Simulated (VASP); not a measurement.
# SnAs in VASP: a series of runs

Runs on SnAs. Level: PBEsol. Tasks: single point.

Everything below comes from runs of VASP 6.6.1. Logs are shortened: lines on timing, memory, paths and dates and some standing lists are left out, and cuts for length are marked.

## Step 1: Starting point

The cell holds a slab with vacuum, 8 atoms: a = 4.017 Å, b = 4.017 Å, c = 19.480 Å, α = 90.00°, β = 90.00°, γ = 120.00°.

## Step 2: Single point, PBEsol

INCAR reads:

```
SYSTEM = SnAs
PREC = Accurate
ENCUT = 400
EDIFF = 1E-7
ISMEAR = 1
SIGMA = 0.1
LREAL = .False.
LASPH = .True.
NELM = 120
ALGO = Normal
ISIF = 2
LWAVE = .False.
LCHARG = .False.
LDIPOL = .True.
IDIPOL = 3
DIPOL = 0.5 0.5 0.500
GGA = PS
NBANDS = 54
LVHAR = .True.
LVACPOTAV = .True.
```

KPOINTS reads:

```
regular mesh
0
Gamma
  12 12 1
  0 0 0
```

POSCAR reads:

```
SnAs
1.0
    4.0170736239      0.0000000000      0.0000000000
   -2.0085368120      3.4788878072      0.0000000000
    0.0000000000      0.0000000000     19.4797440774
As Sn
4 4
Direct
    0.3333333333      0.6666666667      0.2053415068
    0.0000000000      0.0000000000      0.3737177886
    0.6666666667      0.3333333333      0.5420940705
    0.3333333333      0.6666666667      0.7104703523
    0.6666666667      0.3333333333      0.2895296477
    0.3333333333      0.6666666667      0.4579059295
    0.0000000000      0.0000000000      0.6262822114
    0.6666666667      0.3333333333      0.7946584932
```

Potentials or basis: VASP PAW PBE potentials, release 64 (As, Sn_d).

Started as:

```
$ cat potpaw_PBE.64/As/POTCAR potpaw_PBE.64/Sn_d/POTCAR > POTCAR
$ mpirun -np 1 vasp_std > vasp.out
```

OUTCAR:

```text
SYSTEM = SnAs
   PREC = Accurate
   ENCUT = 400
   EDIFF = 1E-7
   ISMEAR = 1
   LREAL = .False.
   LASPH = .True.
   NELM = 120
   ISIF = 2
   GGA = PS

 Found     19 irreducible k-points:

 Following reciprocal coordinates:
            Coordinates               Weight
  0.000000  0.000000  0.000000      1.000000
  0.083333  0.000000  0.000000      6.000000
  0.166667  0.000000  0.000000      6.000000
  0.250000  0.000000  0.000000      6.000000
  0.333333  0.000000  0.000000      6.000000
  0.416667 -0.000000  0.000000      6.000000
   k-points           NKPTS =     19   k-points in BZ     NKDIM =     19   number of bands    NBANDS=     54
   number of dos      NEDOS =    301   number of ions     NIONS =      8
   total plane-waves  NPLWV = 100352
   dimension x,y,z NGX =    28 NGY =   28 NGZ =  128
   dimension x,y,z NGXF=    56 NGYF=   56 NGZF=  256
   ions per type =               4   4
   NGX,Y,Z   is equivalent  to a cutoff of  11.59, 11.59, 10.92 a.u.
   NGXF,Y,Z  is equivalent  to a cutoff of  23.18, 23.18, 21.85 a.u.
 SYSTEM =  SnAs
   PREC   = accura    normal or accurate (medium, high low for compatibility)
   ISTART =      0    job   : 0-new  1-cont  2-samecut
   ICHARG =      2    charge: 1-file 2-atom 10-const
   ISPIN  =      1    spin polarized calculation?
   LNONCOLLINEAR =      F non collinear calculations
   LSORBIT =      F    spin-orbit coupling
   LASPH  =      T    aspherical Exc in radial PAW
   ENCUT  =  400.0 eV  29.40 Ry    5.42 a.u.   6.55  6.55 31.77*2*pi/ulx,y,z
   NELM   =    120;   NELMIN=  2; NELMDL= -5     # of ELM steps
   EDIFF  = 0.1E-06   stopping-criterion for ELM
   LREAL  =      F    real-space projection
   EDIFFG = 0.1E-05   stopping-criterion for IOM
   NSW    =      0    number of steps for IOM
   IBRION =     -1    ionic relax: 0-MD 1-quasi-New 2-CG
   NFREE  =      0    steps in history (QN), initial steepest desc. (CG)
   ISIF   =      2    stress and relaxation
   ISYM   =      2    0-nonsym 1-usesym 2-fastsym
   POTIM  = 0.5000    time-step for ionic-motion
   TEBEG  =    0.0;   TEEND  =   0.0 temperature during run
   PSTRESS=    0.0 pullay stress
   NELECT =      76.0000    total number of electrons
   NUPDOWN=      -1.0000    fix difference up-down
   EMIN   =  10.00;   EMAX   =-10.00  energy-range for DOS
   EFERMI =   0.00;   METHOD = LEGACY
   ISMEAR =     1;   SIGMA  =   0.10  broadening in eV -4-tet -1-fermi 0-gaus
   EFERMI_NEDOS =   21; number of points for ismear=-14 and -15
   IALGO  =     38    algorithm
   IMIX   =      4    mixing-type and parameters
     AMIX     =   0.40;   BMIX     =  1.00
     AMIX_MAG =   1.60;   BMIX_MAG =  1.00
  volume/ion in A,a.u.               =      34.03       229.64
  Fermi-wavevector in a.u.,A,eV,Ry     =   1.069962  2.021934 15.576193  1.144818
  Thomas-Fermi vector in A             =   2.205657
   LORBIT       =      0    0 simple, 1 ext, 2 COOP (PROOUT), +10 PAW based schemes
   GGA     = PS    functional components
   LHFCALC =     F    Hartree Fock is set to
   AEXX    =    0.0000 exact exchange contribution
   IVDW    =     0    specifies the selected vdW correction
   LEPSILON=     F    determine dielectric tensor
   LRPA    =     F    only Hartree local field effects (RPA)
 non-spin polarized calculation
 Methfessel and Paxton  Order N= 1 SIGMA  =   0.10
  energy-cutoff  :      400.00
  volume of cell :      272.23
 maximum number of plane-waves:      5031
 NGX is ok and might be reduce to    28
   NGX = 13   NGY = 13   NGZ = 63

 dipolmoment           0.000000      0.000000      0.002271 electrons x Angstroem

 number of electron      76.0000004 magnetization

 dipolmoment           0.000000      0.000000     -0.087753 electrons x Angstroem

 Free energy of the ion-electron system (eV)
  ---------------------------------------------------
  ext. energy  EPLUGINS =         0.00000000
  ---------------------------------------------------
  free energy    TOTEN  =       -36.66462385 eV

  energy without entropy =      -36.66231129  energy(sigma->0) =      -36.66385300

 E-fermi :   3.1826     XC(G=0):  -7.9444

 val. band max:        3.1661592009   @ k =   0.0833   0.0833   0.0000
 cond. band min:       3.2140922211   @ k =   0.3333   0.0833   0.0000
 fundamental gap:      0.0479330202
 Fermi energy:         3.1825595291

 k-point     1 :       0.0000    0.0000    0.0000
  band No.  band energies     occupation
      1     -18.2523      2.00000
      2     -18.2523      2.00000
      3     -18.2376      2.00000
      4     -18.2217      2.00000
      5     -18.2217      2.00000
      6     -18.2052      2.00000
[... 42 lines left out ...]
     49       7.2257      0.00000
     50       7.4546      0.00000

 k-point     2 :       0.0833    0.0000    0.0000
  band No.  band energies     occupation
      1     -18.2542      2.00000
      2     -18.2516      2.00000
      3     -18.2366      2.00000
      4     -18.2223      2.00000
      5     -18.2208      2.00000
      6     -18.2068      2.00000
[... 42 lines left out ...]
     49       7.3840      0.00000
     50       7.6249      0.00000

 k-point     3 :       0.1667    0.0000    0.0000
  band No.  band energies     occupation
      1     -18.2598      2.00000
      2     -18.2501      2.00000
      3     -18.2345      2.00000
      4     -18.2233      2.00000
      5     -18.2180      2.00000
      6     -18.2112      2.00000
[... 148 lines left out ...]
     49       8.2387      0.00000
     50       8.3042      0.00000

 k-point     6 :       0.4167   -0.0000    0.0000
  band No.  band energies     occupation
      1     -18.2817      2.00000
      2     -18.2495      2.00000
      3     -18.2368      2.00000
      4     -18.2296      2.00000
      5     -18.2152      2.00000
      6     -18.2031      2.00000
[... 42 lines left out ...]
     49       8.0487      0.00000
     50       8.5123      0.00000

 [... further k-points ...]

 [bands above 50 left out]

------------------------ aborting loop because EDIFF is reached ----------------------------------------

  FORCE on cell =-STRESS in cart. coord.  units (eV):
  Direction    XX          YY          ZZ          XY          YZ          ZX
  --------------------------------------------------------------------------------------
  -------------------------------------------------------------------------------------
  Total       -1.8976016     -1.8976016     -0.3264631      0.0000000      0.0000000     -0.0000000
  in kB      -11.1681740    -11.1681740     -1.9213711      0.0000000      0.0000000     -0.0000000
  external PRESSURE =      -8.0859063 kB  Pullay stress =       0.0000000 kB

 VOLUME and BASIS-vectors are now :
 -----------------------------------------------------------------------------
  energy-cutoff  :      400.00
  volume of cell :      272.23
      direct lattice vectors                 reciprocal lattice vectors
     4.017073624  0.000000000  0.000000000     0.248937434  0.143724095  0.000000000
    -2.008536812  3.478887807  0.000000000     0.000000000  0.287448189  0.000000000
     0.000000000  0.000000000 19.479744077     0.000000000  0.000000000  0.051335377

 POSITION                                       TOTAL-FORCE (eV/Angst)
 -----------------------------------------------------------------------------------
     -0.00000      2.31926      4.00000         0.000000      0.000000      1.019455
      0.00000      0.00000      7.27993         0.000000      0.000000      0.440419
      2.00854      1.15963     10.55985         0.000000     -0.000000     -0.103738
     -0.00000      2.31926     13.83978         0.000000      0.000000      0.763200
      2.00854      1.15963      5.63996         0.000000     -0.000000     -1.501304
     -0.00000      2.31926      8.91989        -0.000000      0.000000      0.021849
      0.00000      0.00000     12.19982        -0.000000      0.000000     -0.360055
      2.00854      1.15963     15.47974         0.000000     -0.000000     -0.279825
 -----------------------------------------------------------------------------------
    total drift:                               -0.000000      0.000000     -0.005016

  FREE ENERGIE OF THE ION-ELECTRON SYSTEM (eV)
  ---------------------------------------------------
  free  energy   TOTEN  =       -36.6646238492 eV

  energy  without entropy=      -36.6623112865  energy(sigma->0) =      -36.66385300
```

It took 7.3 min on 1 thread of AMD EPYC 7R43 (Zen 3), shared host; peak memory 0.36 GiB.

These settings aren't checked as converged: the numbers below hold their error.

What came out:

```yaml
Free_energy: -36.6646 eV
Largest_force: 1.501 eV/Å
Band_gap_on_the_k_mesh: none (metal or under the smearing width)
```

Caveat: the PAW data sets were made with another functional, which shifts forces and pressure a little.

## Step 3: Single point, PBEsol

This run uses another cell than the first one, of 37.52 Å³/atom, 1.103 times its volume.

INCAR is that of step 2.

KPOINTS is that of step 2.

POSCAR reads:

```
SnAs
1.0
    4.0170736239      0.0000000000      0.0000000000
   -2.0085368120      3.4788878072      0.0000000000
    0.0000000000      0.0000000000     21.4797440774
As Sn
4 4
Direct
    0.3333333333      0.6666666667      0.2327774475
    0.0000000000      0.0000000000      0.3854760489
    0.6666666667      0.3333333333      0.5381746504
    0.3333333333      0.6666666667      0.6908732518
    0.6666666667      0.3333333333      0.3091267482
    0.3333333333      0.6666666667      0.4618253496
    0.0000000000      0.0000000000      0.6145239511
    0.6666666667      0.3333333333      0.7672225525
```

Potentials or basis: VASP PAW PBE potentials, release 64 (As, Sn_d).

Started as:

```
$ cat potpaw_PBE.64/As/POTCAR potpaw_PBE.64/Sn_d/POTCAR > POTCAR
$ mpirun -np 1 vasp_std > vasp.out
```

Wall time 10 min (1 thread of AMD EPYC 7R43 (Zen 3), shared host); peak memory 0.4 GiB.

These settings aren't checked as converged: the numbers below hold their error.

What came out:

```
Free energy                     : -36.6642 eV
Largest force                   : 1.500 eV/Å
Band gap on the k mesh          : none (metal or under the smearing width)
Work function of the upper face : 4.22 eV
Work function of the lower face : 5.35 eV
```

Caveat: the PAW data sets were made with another functional, which shifts forces and pressure a little.

## Step 4: Single point, PBEsol

This run uses another cell than the first one, of 41.02 Å³/atom, 1.205 times its volume.

INCAR is that of step 3.

KPOINTS is that of step 3.

POSCAR reads:

```
SnAs
1.0
    4.0170736239      0.0000000000      0.0000000000
   -2.0085368120      3.4788878072      0.0000000000
    0.0000000000      0.0000000000     23.4797440774
As Sn
4 4
Direct
    0.3333333333      0.6666666667      0.2555394122
    0.0000000000      0.0000000000      0.3952311767
    0.6666666667      0.3333333333      0.5349229411
    0.3333333333      0.6666666667      0.6746147056
    0.6666666667      0.3333333333      0.3253852944
    0.3333333333      0.6666666667      0.4650770589
    0.0000000000      0.0000000000      0.6047688233
    0.6666666667      0.3333333333      0.7444605878
```

Potentials or basis: VASP PAW PBE potentials, release 64 (As, Sn_d).

Started as:

```
$ cat potpaw_PBE.64/As/POTCAR potpaw_PBE.64/Sn_d/POTCAR > POTCAR
$ mpirun -np 1 vasp_std > vasp.out
```

OUTCAR:

```text
SYSTEM = SnAs
   PREC = Accurate
   ENCUT = 400
   EDIFF = 1E-7
   ISMEAR = 1
   LREAL = .False.
   LASPH = .True.
   NELM = 120
   ISIF = 2
   GGA = PS

 Found     19 irreducible k-points:

 Following reciprocal coordinates:
            Coordinates               Weight
  0.000000  0.000000  0.000000      1.000000
  0.083333 -0.000000  0.000000      6.000000
  0.166667  0.000000  0.000000      6.000000
  0.250000  0.000000  0.000000      6.000000
  0.333333 -0.000000  0.000000      6.000000
  0.416667 -0.000000  0.000000      6.000000
   k-points           NKPTS =     19   k-points in BZ     NKDIM =     19   number of bands    NBANDS=     54
   number of dos      NEDOS =    301   number of ions     NIONS =      8
   total plane-waves  NPLWV = 125440
   dimension x,y,z NGX =    28 NGY =   28 NGZ =  160
   dimension x,y,z NGXF=    56 NGYF=   56 NGZF=  320
   ions per type =               4   4
   NGX,Y,Z   is equivalent  to a cutoff of  11.59, 11.59, 11.33 a.u.
   NGXF,Y,Z  is equivalent  to a cutoff of  23.18, 23.18, 22.66 a.u.
 SYSTEM =  SnAs
   PREC   = accura    normal or accurate (medium, high low for compatibility)
   ISTART =      0    job   : 0-new  1-cont  2-samecut
   ICHARG =      2    charge: 1-file 2-atom 10-const
   ISPIN  =      1    spin polarized calculation?
   LNONCOLLINEAR =      F non collinear calculations
   LSORBIT =      F    spin-orbit coupling
   LASPH  =      T    aspherical Exc in radial PAW
   ENCUT  =  400.0 eV  29.40 Ry    5.42 a.u.   6.55  6.55 38.29*2*pi/ulx,y,z
   NELM   =    120;   NELMIN=  2; NELMDL= -5     # of ELM steps
   EDIFF  = 0.1E-06   stopping-criterion for ELM
   LREAL  =      F    real-space projection
   EDIFFG = 0.1E-05   stopping-criterion for IOM
   NSW    =      0    number of steps for IOM
   IBRION =     -1    ionic relax: 0-MD 1-quasi-New 2-CG
   NFREE  =      0    steps in history (QN), initial steepest desc. (CG)
   ISIF   =      2    stress and relaxation
   ISYM   =      2    0-nonsym 1-usesym 2-fastsym
   POTIM  = 0.5000    time-step for ionic-motion
   TEBEG  =    0.0;   TEEND  =   0.0 temperature during run
   PSTRESS=    0.0 pullay stress
   NELECT =      76.0000    total number of electrons
   NUPDOWN=      -1.0000    fix difference up-down
[... 22 lines left out ...]
 maximum number of plane-waves:      6029
 NGX is ok and might be reduce to    28
   NGX = 13   NGY = 13   NGZ = 77

 dipolmoment           0.000000      0.000000      0.017615 electrons x Angstroem

 number of electron      76.0000005 magnetization

 dipolmoment           0.000000      0.000000     -0.086104 electrons x Angstroem

 Free energy of the ion-electron system (eV)
  ---------------------------------------------------
  ext. energy  EPLUGINS =         0.00000000
  ---------------------------------------------------
  free energy    TOTEN  =       -36.66388298 eV

  energy without entropy =      -36.66150986  energy(sigma->0) =      -36.66309194

 E-fermi :   1.8222     XC(G=0):  -6.6606

 val. band max:        1.8055606461   @ k =   0.0833   0.0833   0.0000
 cond. band min:       1.8540837695   @ k =   0.3333   0.0833   0.0000
 fundamental gap:      0.0485231234
 Fermi energy:         1.8222188545

 k-point     1 :       0.0000    0.0000    0.0000
  band No.  band energies     occupation
      1     -19.6127      2.00000
      2     -19.6127      2.00000
      3     -19.5980      2.00000
      4     -19.5821      2.00000
      5     -19.5821      2.00000
      6     -19.5656      2.00000
[... 307 lines left out ...]
     49       6.7043      0.00000
     50       7.1524      0.00000

 [... further k-points ...]

 [bands above 50 left out]

------------------------ aborting loop because EDIFF is reached ----------------------------------------

  FORCE on cell =-STRESS in cart. coord.  units (eV):
  Direction    XX          YY          ZZ          XY          YZ          ZX
  --------------------------------------------------------------------------------------
  -------------------------------------------------------------------------------------
  Total       -1.8966190     -1.8966190     -0.3209264      0.0000000     -0.0000000      0.0000000
  in kB       -9.2607704     -9.2607704     -1.5670123      0.0000000     -0.0000000      0.0000000
  external PRESSURE =      -6.6961843 kB  Pullay stress =       0.0000000 kB

 VOLUME and BASIS-vectors are now :
 -----------------------------------------------------------------------------
  energy-cutoff  :      400.00
  volume of cell :      328.13
      direct lattice vectors                 reciprocal lattice vectors
     4.017073624  0.000000000  0.000000000     0.248937434  0.143724095  0.000000000
    -2.008536812  3.478887807  0.000000000     0.000000000  0.287448189  0.000000000
     0.000000000  0.000000000 23.479744077     0.000000000  0.000000000  0.042589902

 POSITION                                       TOTAL-FORCE (eV/Angst)
 -----------------------------------------------------------------------------------
     -0.00000      2.31926      6.00000         0.000000     -0.000000      1.019271
      0.00000      0.00000      9.27993         0.000000      0.000000      0.440016
      2.00854      1.15963     12.55985         0.000000     -0.000000     -0.104785
     -0.00000      2.31926     15.83978         0.000000     -0.000000      0.761522
      2.00854      1.15963      7.63996         0.000000     -0.000000     -1.500277
     -0.00000      2.31926     10.91989        -0.000000     -0.000000      0.021889
      0.00000      0.00000     14.19982         0.000000     -0.000000     -0.359400
      2.00854      1.15963     17.47974        -0.000000      0.000000     -0.278236
 -----------------------------------------------------------------------------------
    total drift:                               -0.000000      0.000000      0.000469

  FREE ENERGIE OF THE ION-ELECTRON SYSTEM (eV)
  ---------------------------------------------------
  free  energy   TOTEN  =       -36.6638829799 eV

  energy  without entropy=      -36.6615098626  energy(sigma->0) =      -36.66309194

 vacuum level on the upper side and lower side of the slab         6.068         7.183
```

stdout:

```text
POSCAR found type information on POSCAR AsSn
 POSCAR found :  2 types and       8 ions
 scaLAPACK will be used
 -----------------------------------------------------------------------------
[... 23 lines left out ...]
|     Did not find any points to average over, which means that no vacuum     |
|     field-free region was found. Please increase the size of  your cell     |
|     in the dimension of the dipole correction to obtain accurate            |
|     workfunction values.                                                    |
|                                                                             |
 -----------------------------------------------------------------------------
```

Run time: 12 min. Hardware: 1 thread of AMD EPYC 7R43 (Zen 3), shared host; peak memory 0.44 GiB.

The run converged, but some of its settings lie outside the range that counts as converged, so its numbers aren't taken as properties of the slab.

Results:

```yaml
Free_energy: -36.6639 eV
Largest_force: 1.500 eV/Å
Band_gap_on_the_k_mesh: none (metal or under the smearing width)
Work_function_of_the_upper_face: 4.25 eV
Work_function_of_the_lower_face: 5.36 eV
```

Caveat: the PAW data sets were made with another functional, which shifts forces and pressure a little.
